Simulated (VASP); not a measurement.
Output of a VASP run:

**OSZICAR**
```
       N       E                     dE             d eps       ncg     rms          rms(c)
DAV:   1     0.123023594076E+03    0.12302E+03   -0.96198E+03   560   0.160E+03
DAV:   2     0.319379442554E+01   -0.11983E+03   -0.11723E+03   590   0.367E+02
DAV:   3    -0.731515647187E+01   -0.10509E+02   -0.10479E+02   746   0.993E+01
DAV:   4    -0.759395575743E+01   -0.27880E+00   -0.27871E+00   628   0.176E+01
DAV:   5    -0.760541475291E+01   -0.11459E-01   -0.11459E-01   846   0.338E+00    0.463E+00
DAV:   6    -0.755243291301E+01    0.52982E-01   -0.13525E-01   696   0.282E+00    0.293E+00
DAV:   7    -0.755382923240E+01   -0.13963E-02   -0.52212E-02   688   0.133E+00    0.803E-01
DAV:   8    -0.755404966397E+01   -0.22043E-03   -0.72064E-03   632   0.796E-01    0.173E-01
DAV:   9    -0.755417273830E+01   -0.12307E-03   -0.53432E-04   690   0.255E-01    0.295E-02
DAV:  10    -0.755417699719E+01   -0.42589E-05   -0.67711E-05   610   0.793E-02    0.182E-02
DAV:  11    -0.755418309179E+01   -0.60946E-05   -0.38729E-05   620   0.542E-02    0.248E-02
DAV:  12    -0.755418270877E+01    0.38302E-06   -0.29574E-06   662   0.129E-02
   1 F= -.80461830E+01 E0= -.80461830E+01  d E =-.804618E+01
       N       E                     dE             d eps       ncg     rms          rms(c)
DAV:   1    -0.762646990608E+01   -0.72287E-01   -0.14413E+00   680   0.200E+01    0.142E+00
DAV:   2    -0.757728507569E+01    0.49185E-01   -0.82482E-02   680   0.486E+00    0.611E-01
DAV:   3    -0.756497649748E+01    0.12309E-01   -0.37770E-02   686   0.299E+00    0.124E-01
DAV:   4    -0.756464421449E+01    0.33228E-03   -0.97654E-04   582   0.329E-01    0.119E-01
DAV:   5    -0.756443985141E+01    0.20436E-03   -0.16881E-04   814   0.108E-01    0.262E-02
DAV:   6    -0.756443647962E+01    0.33718E-05   -0.15987E-05   704   0.688E-02    0.746E-03
DAV:   7    -0.756443613002E+01    0.34960E-06   -0.65905E-07   298   0.888E-03
   2 F= -.80483476E+01 E0= -.80483476E+01  d E =-.216459E-02
       N       E                     dE             d eps       ncg     rms          rms(c)
DAV:   1    -0.756483862866E+01   -0.40215E-03   -0.36072E-02   680   0.307E+00    0.229E-01
DAV:   2    -0.756356550080E+01    0.12731E-02   -0.21604E-03   680   0.788E-01    0.974E-02
DAV:   3    -0.756325734911E+01    0.30815E-03   -0.94587E-04   686   0.475E-01    0.202E-02
DAV:   4    -0.756325224238E+01    0.51067E-05   -0.24846E-05   606   0.522E-02    0.190E-02
DAV:   5    -0.756325064838E+01    0.15940E-05   -0.39746E-06   632   0.164E-02    0.403E-03
DAV:   6    -0.756325072071E+01   -0.72327E-07   -0.36979E-07   280   0.107E-02
   3 F= -.80484476E+01 E0= -.80484476E+01  d E =-.226462E-02
```

**OUTCAR**
```
------------------------ aborting loop because EDIFF is reached ----------------------------------------
 Edisp (eV)   -0.48520
  FORCE on cell =-STRESS in cart. coord.  units (eV):
  Direction    XX          YY          ZZ          XY          YZ          ZX
  --------------------------------------------------------------------------------------
  Total      -0.00468    -0.00468    -0.00468    -0.00000     0.00000     0.00000
  in kB      -0.11693    -0.11693    -0.11693    -0.00000     0.00000     0.00000
  external pressure =       -0.12 kB  Pullay stress =        0.00 kB
  volume of cell :       64.15
      direct lattice vectors                 reciprocal lattice vectors
     0.000000000  3.177288891  3.177288891    -0.157366868  0.157366868  0.157366868
     3.177288891  0.000000000  3.177288891     0.157366868 -0.157366868  0.157366868
     3.177288891  3.177288891 -0.000000000     0.157366868  0.157366868 -0.157366868
 POSITION                                       TOTAL-FORCE (eV/Angst)
 -----------------------------------------------------------------------------------
      0.00000      0.00000      0.00000        -0.000000      0.000000     -0.000000
      3.17729      3.17729      3.17729         0.000000     -0.000000      0.000000
 -----------------------------------------------------------------------------------
    total drift:                               -0.000000      0.000000      0.000000
  FREE ENERGIE OF THE ION-ELECTRON SYSTEM (eV)
  ---------------------------------------------------
  free  energy   TOTEN  =        -8.0484476051 eV

  energy  without entropy=       -8.0484476051  energy(sigma->0) =       -8.04844761

 reached required accuracy - stopping structural energy minimisation
```
(Selected blocks of OUTCAR.)

File POSCAR:
```
SnTe
1
    0.0000000000     3.1600000000     3.1600000000
    3.1600000000     0.0000000000     3.1600000000
    3.1600000000     3.1600000000     0.0000000000
Sn Te
1 1
Direct
  0.0000000000   0.0000000000   0.0000000000
  0.5000000000   0.5000000000   0.5000000000
```

Question: Write an INCAR and KPOINTS that could have produced this output.

Answer: One answer among several that fit: the input of the run itself, PBE GGA with D3 dispersion (zero damping), plane waves, VASP's PBE PAW potentials (set 64).

KPOINTS:
```
Automatic mesh
0
Gamma
7 7 7
0 0 0
```

**INCAR**
```
EDIFF  =  1E-6   # SCF stop (eV)
PREC  =  Accurate
LASPH  =  T   # aspherical one-centre terms
IBRION  =  2
SIGMA  =  0.05   # width (eV)
LWAVE  =  F
SYSTEM  =  SnTe
IVDW  =  11
NSW  =  60
LMAXMIX  =  4   # l cut-off of mixed one-centre charges
NELM  =  100
LREAL  =  F
ENCUT  =  520   # plane-wave cut-off (eV)
ALGO  =  Normal   # blocked Davidson
ISMEAR  =  0   # Gaussian
EDIFFG  =  -0.01   # ionic stop
ISIF  =  3
GGA  =  PE   # PBE
LCHARG  =  F
```

POTCAR, in this order: Sn_d Te (PBE.64 set). Program: vasp_std.

The compound is SnTe in the rock salt structure, which distorts at low temperature. This run relaxes it. Symmetry was kept, so distortions that lower it aren't found.
